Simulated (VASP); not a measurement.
Data:

```
CELL_PARAMETERS angstrom
      0.00000     1.95259     1.95259
      1.95259     0.00000     1.95259
      1.95259     1.95259     0.00000
ATOMIC_POSITIONS crystal
  Pd 0.00000 0.00000 0.00000
```

The numbers are results of TPSS meta-GGA, VASP's PBE PAW potentials (set 64) (plane waves; VASP), not measurements. Numerical set-up: 520 eV cut-off, 18×18×18 Γ-centred mesh, tetrahedra with Blöchl corrections, potentials Pd.

Give the energies of bands 1 to 6 at the high-symmetry points, in eV from the Fermi level.

| band | Γ | X | U | L | W |
|---|---|---|---|---|---|
| 1 | -7.06 | -5.38 | -4.70 | -5.22 | -4.32 |
| 2 | -2.79 | -5.04 | -4.12 | -2.85 | -3.33 |
| 3 | -2.79 | -0.06 | -1.93 | -2.85 | -3.33 |
| 4 | -2.79 | 0.31 | -0.95 | -0.01 | -1.32 |
| 5 | -1.22 | 0.31 | -0.13 | -0.01 | 0.32 |
| 6 | -1.22 | 3.39 | 7.13 | 1.00 | 8.92 |

It has no gap at this level: it comes out as a metal or semimetal.

The compound is Pd in the fcc structure. It was relaxed first.
